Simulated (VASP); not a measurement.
Data:

```yaml
crystal:
  lattice:
    - [4.00893, 0.00000, 0.03837]
    - [0.00000, 4.00922, 0.00000]
    - [-0.05920, 0.00000, 5.65293]
  atoms:
    - { symbol: Ag, position: [0.75686, 0.75000, 0.74803] }
    - { symbol: Ag, position: [0.24314, 0.25000, 0.25197] }
    - { symbol: Br, position: [0.25511, 0.25000, 0.75113] }
    - { symbol: Br, position: [0.74489, 0.75000, 0.24887] }
```

Method: PBEsol GGA with spin-orbit coupling, VASP's PBE PAW potentials (set 64) (plane waves; VASP). Run with 400 eV cut-off, 5×5×4 Γ-centred mesh, Gaussian smearing of 0.050 eV, potentials Ag Br.

**Question.** Give the energies of bands 27 to 40 at the high-symmetry points, in eV from the valence-band maximum.

**Answer.** 
```csv
band,Γ,Z,D,B,A,E,C2,Y2
27,-2.56,-2.18,-2.28,-2.23,-2.28,-2.39,-2.85,-2.15
28,-2.56,-2.18,-2.28,-2.23,-2.28,-2.39,-2.85,-2.15
29,-2.44,-2.05,-0.14,-1.93,-0.14,-2.33,-2.44,-2.10
30,-2.44,-2.05,-0.14,-1.93,-0.14,-2.33,-2.44,-2.10
31,-2.31,-2.05,-0.14,-1.89,-0.14,-2.33,-2.44,-2.00
32,-2.31,-2.05,-0.14,-1.89,-0.14,-2.33,-2.44,-2.00
33,-1.99,-0.19,0.00,-1.84,0.00,-1.74,-2.31,-0.20
34,-1.99,-0.19,0.00,-1.84,0.00,-1.74,-2.31,-0.20
35,-1.99,-0.19,0.00,-1.79,0.00,-1.74,-2.31,-0.19
36,-1.99,-0.19,0.00,-1.79,0.00,-1.74,-2.31,-0.19
37,0.41,4.77,3.34,3.19,3.34,3.70,1.30,4.77
38,0.41,4.77,3.34,3.19,3.34,3.70,1.30,4.77
39,1.29,4.77,3.34,3.19,3.34,3.70,1.30,4.78
40,1.29,4.77,3.34,3.19,3.34,3.70,1.30,4.78
```

The gap is indirect, 0.41 eV, from the valence maximum at D to the conduction minimum at Γ.

The structure comes from a computed database's AgBr entry (P2_1/m); how it stands against other phases isn't given here. It was relaxed first, which changed the volume by -9 %.
